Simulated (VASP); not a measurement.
A convergence study with VASP on PbI₂ (1T layered): one setting is varied, all else stays as given below, so the limit is that of these other settings.

```xyz
3
Lattice="2.2800 -3.9491 0.0000 2.2800 3.9491 0.0000 0.0000 0.0000 6.9800" Properties=species:S:1:pos:R:3 pbc="T T T"
Pb     0.0000     0.0000     0.0000
I      2.2800     1.3164     1.8706
I      2.2800    -1.3164     5.1094
```

These are PBE GGA, VASP's PBE PAW potentials (set 64) (plane waves; VASP 6.6.1) values and carry that method's errors. The tightest run used: 550 eV cut-off, 10×10×7 Monkhorst-Pack mesh, Gaussian smearing of 0.050 eV, potentials Pb_d I.

| setting | E (eV/atom) | pressure (GPa) | irreducible k-points |
|---|---|---|---|
| 1×1×1 mesh | -0.6378 | 15.87 | 1 |
| 2×2×1 mesh | -2.9201 | 0.75 | 2 |
| 3×3×2 mesh | -2.8525 | 1.40 | 4 |

Question: These are the cheaper rows. Estimate the results at 10×10×7 mesh, and how far the last row shown lies from them.

Answer: 
```tsv
quantity	tightest run	last row shown is off by
E (eV/atom)	-2.8532	0.0007
pressure (GPa)	1.47	-0.07
```

Left out are rungs that failed or repeat a setting and relaxations that didn't move; long series are thinned to 24 rows.

The compound is PbI2 in the 1T layered structure. The cell was not relaxed at this level.
